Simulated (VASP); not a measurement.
These are PBE GGA + U (Dudarev), VASP's PBE PAW potentials (set 64) (plane waves; VASP) values and carry that method's errors.

A VASP calculation is set up with these files.

### POSCAR
```
Ni3Al
3.64140
  1.0000000000   0.0000000000   0.0000000000
  0.0000000000   1.0000000000   0.0000000000
  0.0000000000   0.0000000000   1.0000000000
Al Ni
1 3
Cartesian
  0.0000000000   0.0000000000   0.0000000000
  0.0000000000   0.5000000000   0.5000000000
  0.5000000000   0.0000000000   0.5000000000
  0.5000000000   0.5000000000   0.0000000000
```

File KPOINTS:
```
Automatic mesh
0
G
 8 8 8
0 0 0
```

### INCAR
```
SYSTEM=Ni3Al
MAGMOM=0.0 3*0.5
GGA=PE
LCHARG=.FALSE.
LWAVE=.FALSE.
LASPH=.TRUE.   ! aspherical one-centre terms
LDAUJ=0 0
LDAUPRINT=1
LDAU=.TRUE.
LDAUTYPE=2   ! Dudarev
ISPIN=2   ! spin-polarised
NELM=100   ! most electronic steps
SIGMA=0.1   ! width (eV)
PREC=Accurate
ISIF=2   ! forces and stress, cell fixed
LORBIT=10
ALGO=Normal   ! blocked Davidson
LREAL=.FALSE.   ! projection in real space or not
LDAUL=-1 2
ISMEAR=1
LDAUU=0 1.0
EDIFF=1E-6   ! SCF stop (eV)
LMAXMIX=4
ENCUT=400   ! plane-wave cut-off (eV)
```

POTCAR, in this order: Al Ni (PBE.64 set). Program: vasp_std.

What VASP printed:

OSZICAR:
```
       N       E                     dE             d eps       ncg     rms          rms(c)
DAV:   1     0.170946741015E+03    0.17095E+03   -0.12409E+04  2956   0.161E+03
DAV:   2    -0.148676312066E+02   -0.18581E+03   -0.17835E+03  2945   0.323E+02
DAV:   3    -0.230948788470E+02   -0.82272E+01   -0.77210E+01  3294   0.942E+01
DAV:   4    -0.232337383967E+02   -0.13886E+00   -0.13813E+00  3377   0.109E+01
DAV:   5    -0.232384787936E+02   -0.47404E-02   -0.47398E-02  3491   0.188E+00    0.177E+01
DAV:   6    -0.247952092120E+02   -0.15567E+01   -0.60131E+01  3312   0.127E+02    0.211E+01
DAV:   7    -0.198323419717E+02    0.49629E+01   -0.18441E+01  3314   0.699E+01    0.228E+00
DAV:   8    -0.198568455747E+02   -0.24504E-01   -0.44433E-01  3142   0.606E+00    0.166E+00
DAV:   9    -0.198339202428E+02    0.22925E-01   -0.65330E-02  3725   0.360E+00    0.550E-01
DAV:  10    -0.198346787782E+02   -0.75854E-03   -0.35813E-03  3203   0.785E-01    0.216E-01
DAV:  11    -0.198344230894E+02    0.25569E-03   -0.61950E-04  3907   0.379E-01    0.111E-01
DAV:  12    -0.198344735003E+02   -0.50411E-04   -0.15310E-04  3471   0.175E-01    0.462E-02
DAV:  13    -0.198344787493E+02   -0.52490E-05   -0.16537E-05  3795   0.502E-02    0.189E-02
DAV:  14    -0.198344786304E+02    0.11888E-06   -0.14171E-06  2040   0.148E-02
   1 F= -.19834479E+02 E0= -.19834358E+02  d E =-.360875E-03  mag=     0.7895
```

OUTCAR:
```
------------------------ aborting loop because EDIFF is reached ----------------------------------------
  FORCE on cell =-STRESS in cart. coord.  units (eV):
  Direction    XX          YY          ZZ          XY          YZ          ZX
  --------------------------------------------------------------------------------------
  Total       -3.3766476     -3.3766476     -3.3766476      0.0000000      0.0000000     -0.0000000
  in kB     -112.0446584   -112.0446584   -112.0446584      0.0000000      0.0000000     -0.0000000
  external PRESSURE =    -112.0446584 kB  Pullay stress =       0.0000000 kB
  volume of cell :       48.28
      direct lattice vectors                 reciprocal lattice vectors
     3.641400000  0.000000000  0.000000000     0.274619652  0.000000000  0.000000000
     0.000000000  3.641400000  0.000000000     0.000000000  0.274619652  0.000000000
     0.000000000  0.000000000  3.641400000     0.000000000  0.000000000  0.274619652
 POSITION                                       TOTAL-FORCE (eV/Angst)
 -----------------------------------------------------------------------------------
      0.00000      0.00000      0.00000         0.000000      0.000000      0.000000
      0.00000      1.82070      1.82070         0.000000      0.000000      0.000000
      1.82070      0.00000      1.82070         0.000000      0.000000      0.000000
      1.82070      1.82070      0.00000         0.000000      0.000000      0.000000
 -----------------------------------------------------------------------------------
    total drift:                                0.000000     -0.000000     -0.000000
  FREE ENERGIE OF THE ION-ELECTRON SYSTEM (eV)
  ---------------------------------------------------
  free  energy   TOTEN  =       -19.8344786304 eV

  energy  without entropy=      -19.8341177549  energy(sigma->0) =      -19.83435834

 total charge

# of ion       s       p       d       tot
------------------------------------------
    1        0.404   0.360   0.000   0.764
    2        0.461   0.449   8.392   9.302
    3        0.461   0.449   8.392   9.302
    4        0.461   0.449   8.392   9.302
--------------------------------------------------
tot          1.787   1.707  25.175  28.670

 magnetization (x)

# of ion       s       p       d       tot
------------------------------------------
    1       -0.001  -0.011   0.000  -0.012
    2       -0.005  -0.015   0.314   0.294
    3       -0.005  -0.015   0.314   0.294
    4       -0.005  -0.015   0.314   0.294
--------------------------------------------------
tot         -0.016  -0.056   0.943   0.870
```
(Selected blocks of OUTCAR.)

OUTCAR:
```
 val. band max:        8.5479668403   @ k =   0.5000   0.2500   0.1250

 cond. band min:       8.5719263914   @ k =   0.5000   0.5000   0.5000


 Fermi energy:         8.5539974192

 spin component 1

 k-point     1 :       0.0000    0.0000    0.0000
  band No.  band energies     occupation
      1      -0.8760      1.00000
      2       4.4820      1.00000
      3       5.1288      1.00000
      4       5.1288      1.00000
      5       5.3891      1.00000
      6       5.3891      1.00000
      7       5.3891      1.00000
      8       7.1298      1.00000
      9       7.1298      1.00000
     10       7.1298      1.00000
     11       7.8409      1.00000
     12       7.8409      1.00000
     13       8.1435      1.00000
     14       8.2612      1.00014
     15       8.2612      1.00014
     16       8.2612      1.00014
     17       9.4955     -0.00000
     18       9.4955     -0.00000
     19       9.4955     -0.00000
     20      14.7269      0.00000
     21      14.7269      0.00000

 k-point     2 :       0.1250    0.0000    0.0000
  band No.  band energies     occupation
      1      -0.6952      1.00000
      2       4.5314      1.00000
      3       5.0272      1.00000
      4       5.2379      1.00000
      5       5.4194      1.00000
      6       5.4194      1.00000
      7       5.4281      1.00000
      8       7.0416      1.00000
      9       7.0416      1.00000
     10       7.0888      1.00000
     11       7.7472      1.00000
     12       7.8424      1.00000
     13       7.9735      1.00000
     14       7.9735      1.00000
     15       8.0829      1.00000
     16       8.2614      1.00014
     17       8.7548     -0.00778
     18      10.0091     -0.00000
     19      10.0091     -0.00000
     20      14.7323      0.00000
     21      15.0074      0.00000

 k-point     3 :       0.2500    0.0000    0.0000
  band No.  band energies     occupation
      1      -0.1624      1.00000
...
```

The compound is Ni3Al in the L1_2 structure. The cell was not relaxed at this level. The run is one of a series of settings (LDAU = .TRUE., LDAUJ = 0 0, LDAUL = -1 2, LDAUTYPE = 2, LDAUU = 0 1.0 against the base run), some of them coarse on purpose.
